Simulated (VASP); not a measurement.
Input of a VASP 6.6.1 run:

The input INCAR:

```
PREC = Normal
ENCUT = 520
EDIFF = 1E-4
ISMEAR = 0
SIGMA = 0.15
LREAL = F
LASPH = T
NELM = 60
ALGO = Fast
ISIF = 3
LWAVE = F
LCHARG = F
GGA = PE
IBRION = 2
NSW = 24
EDIFFG = -0.08
```

KPOINTS

```
Automatic mesh
0
Gamma
  4 4 4
```

The input POSCAR:

```
KRuO2
1.0
   -2.3026539400      2.3026539400      5.4656401200
    2.3026539400     -2.3026539400      5.4656401200
    2.3026539400      2.3026539400     -5.4656401200
K Ru O
2 2 4
Direct
    0.5000000000      0.5000000000      0.0000000000
    0.2500000000      0.7500000000      0.5000000000
    0.0000000000      0.0000000000      0.0000000000
    0.7500000000      0.2500000000      0.5000000000
    0.9700000000      0.4700000000      0.5000000000
    0.5300000000      0.0300000000      0.5000000000
    0.2200000000      0.2200000000      0.0000000000
    0.7800000000      0.7800000000      0.0000000000
```

Potentials or basis: VASP PAW PBE potentials, release 64 (K_sv, Ru_pv, O).

Run with:

```bash
$ cat potpaw_PBE.64/K_sv/POTCAR potpaw_PBE.64/Ru_pv/POTCAR potpaw_PBE.64/O/POTCAR > POTCAR
$ mpirun -np 1 vasp_std > vasp.out
```

**Question.** Predict the band gap on the k mesh.

**Answer.** None (metal or under the smearing width).

**Question.** Estimate the relaxed cell.

**Answer.** a = 5.885 Å, b = 5.885 Å, c = 5.885 Å, α = 130.51°, β = 130.51°, γ = 72.59°.

**Question.** Estimate the relaxed volume.

**Answer.** 14.39 Å³/atom.

Final structure:
```
K Ru O
1.0
    -2.46347    2.46347    4.74317
     2.46347   -2.46347    4.74317
     2.46347    2.46347   -4.74317
K Ru O
2 2 4
Direct
  0.50000 0.50000 0.00000
  0.25000 0.75000 0.50000
  0.00000 0.00000 0.00000
  0.75000 0.25000 0.50000
  0.94982 0.44982 0.50000
  0.55018 0.05018 0.50000
  0.19982 0.19982 0.00000
  0.80018 0.80018 0.00000
```

Caveat: the k mesh is coarse (spacing up to 0.48 Å⁻¹), so the values aren't converged.
